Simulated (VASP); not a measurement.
Write the native input for VASP 6.6.1 that does the following.

| Item | Value |
| --- | --- |
| Task | relaxation of the atoms |
| Functional | optB88-vdW |
| Potentials or basis | VASP PAW PBE potentials, release 64 (Pt, Se) |
| Cutoff | 520 eV |
| k mesh | 10 × 10 × 8 |
| Occupations | gaussian, width 0.05 eV |
| Spin | no spin polarisation |
| Further INCAR settings | ALGO = Normal; EDIFF = 1e-06; IBRION = 2; EDIFFG = -0.01; NSW = 40 |

The structure of PtSe2 lies in POSCAR:

```
PtSe2
1.0
    3.7240000000      0.0000000000      0.0000000000
   -1.8620000000      3.2250786000      0.0000000000
    0.0000000000      0.0000000000      5.2290460000
Pt Se
1 2
Direct
    0.0000000000      0.0000000000      0.0000000000
    0.3333333300      0.6666666700      0.2420135500
    0.6666666700      0.3333333300      0.7579864500
```

One way to write it, as run:

INCAR

```
AGGAC    = 0.0          
ALGO     = Normal         # electronic algorithm
EDIFF    = 1E-6           # SCF threshold, eV
EDIFFG   = -0.01          # ionic threshold
ENCUT    = 520            # plane-wave cutoff, eV
GGA      = BO             # functional
IBRION   = 2              # ionic algorithm
ISIF     = 2              # what is computed and relaxed
ISMEAR   = 0              # smearing method
KPAR     = 2            
LASPH    = True           # aspherical terms in the spheres
LCHARG   = False          # write CHGCAR
LREAL    = False          # projectors in reciprocal space
LUSE_VDW = True         
LWAVE    = False          # write WAVECAR
NELM     = 100            # most SCF steps
NSW      = 40             # ionic steps
PARAM1   = 0.1833333333 
PARAM2   = 0.22         
PREC     = Accurate       # precision mode
SIGMA    = 0.05           # smearing width, eV
```

KPOINTS

```
k-points
0
Gamma
  10 10 8
```

Potentials or basis: VASP PAW PBE potentials, release 64 (Pt, Se).

Launch:

```console
$ cat potpaw_PBE.64/Pt/POTCAR potpaw_PBE.64/Se/POTCAR > POTCAR
$ mpirun -np 2 vasp_std > vasp.out
```

It gave:

```json
{
 "Energy gained by relaxing": "24.8 meV/atom",
 "Ionic steps": "3",
 "Pressure after relaxing": "2.7 GPa",
 "Largest force after relaxing": "0.010 eV/Å",
 "Band gap on the k mesh": "none (metal or under the smearing width)"
}
```

Caveat: the PAW data sets were made with another functional, which shifts forces and pressure a little.

Run time: 97 s on 2 MPI ranks on AMD EPYC 9R45 96-Core Processor (Zen 5), with other jobs on the host, peak memory 0.42 GiB a rank.
